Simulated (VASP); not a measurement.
Consider the following.

```xyz
1
Lattice="-2.5100 2.5100 2.5100 2.5100 -2.5100 2.5100 2.5100 2.5100 -2.5100" Properties=species:S:1:pos:R:3 pbc="T T T"
Ba     0.0000     0.0000     0.0000
```

Computed with PBE GGA with D3 dispersion (zero damping), VASP's PBE PAW potentials (set 64) (plane waves; VASP 6.6.1). Run with 520 eV cut-off, 9×9×9 Γ-centred mesh, first-order Methfessel-Paxton smearing of 0.10 eV, potentials Ba_sv.

Energy and stress use the plane-wave basis of the starting cell.

The ions, cell shape and volume are relaxed. Which structure does the run end with?

```xyz
1
Lattice="-2.4889 2.4889 2.4889 2.4889 -2.4889 2.4889 2.4889 2.4889 -2.4889" Properties=species:S:1:pos:R:3 pbc="T T T"
Ba     0.0000     0.0000     0.0000
```
Space group Im-3m (229), at a tolerance of 0.03 Å.

How do energy and volume change from the first to the last step?

The energy (σ→0) changes by -1.0 meV/atom and the volume by -2.5 %, in 3 ionic steps.

The compound is Ba in the bcc structure. This run relaxes it. Symmetry was kept, so distortions that lower it aren't found.
